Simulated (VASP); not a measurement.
Crystal: Mg6FeNi.

```xyz
8
Lattice="5.9953 0.0000 0.0000 -2.9976 5.1921 0.0000 0.0000 0.0000 4.7447" Properties=species:S:1:pos:R:3 pbc="T T T"
Ni    0.0000    3.4614    2.3723
Fe    0.0000    0.0000    0.0000
Mg    4.5654    0.8256    2.3723
Mg    1.4299    0.8256    2.3723
Mg    2.9976    3.5409    2.3723
Mg    1.4386    2.6308    0.0000
Mg   -1.4386    2.6308    0.0000
Mg    0.0000    5.1226    0.0000
```

The cell comes from a database or a generator and needn't be the stable form of this composition.

```yaml
Program: VASP 6.6.1
Task: single point
Functional: PBE
Potentials_or_basis: VASP PAW PBE potentials, release 64 (Ni, Fe, Mg)
Cutoff: 520 eV
k_mesh: 5 × 5 × 6
Occupations: fermi-dirac, width 0.05 eV
Spin: collinear spin, ferromagnetic start
Starting_moments: "[1.0, 3.0, 0.0, 0.0, 0.0, 0.0, 0.0, 0.0] μB"
```

On this cell: pressure -0.7 GPa; largest force 0.073 eV/Å; net moment 2.39 μB per cell; site moments Ni +0.04; Fe +2.52; Mg -0.01 μB; band gap on the k mesh none (metal or under the smearing width).

The same run follows on a disturbed copy (atoms moved at random, drawn with an rms of 0.05 Å):

```
Ni Fe Mg
1.0
     5.99529    0.00000    0.00000
    -2.99765    5.19208    0.00000
     0.00000    0.00000    4.74469
Ni Fe Mg
1 1 6
Direct
  0.33220 0.66941 0.49972
  0.99874 0.99538 0.00621
  0.84796 0.16339 0.50193
  0.31966 0.15164 0.49173
  0.85018 0.68302 0.50070
  0.48255 0.50748 0.99698
  0.00867 0.50826 0.99382
  0.48558 0.99246 0.00308
```

Question: What changes?

Answer: The energy (extrapolated to zero smearing) moves by +4.6 meV/atom; pressure -0.6 GPa; largest force 0.325 eV/Å; net moment 2.37 μB per cell; site moments Ni +0.04; Fe +2.51; Mg -0.01 μB; band gap on the k mesh none (metal or under the smearing width).

Forces on the atoms (eV/Å):
```
Ni  -0.006  0.016 -0.015
Fe  -0.106  0.054 -0.135
Mg  -0.057 -0.069 -0.034
Mg   0.010  0.247  0.212
Mg  -0.238 -0.153 -0.058
Mg   0.128  0.068  0.001
Mg   0.027 -0.012  0.154
Mg   0.241 -0.151 -0.125
```

Stress tensor (GPa, compression positive):
```
-0.64 -0.48 -0.08
-0.48 -0.69  0.08
-0.08  0.08 -0.39
```
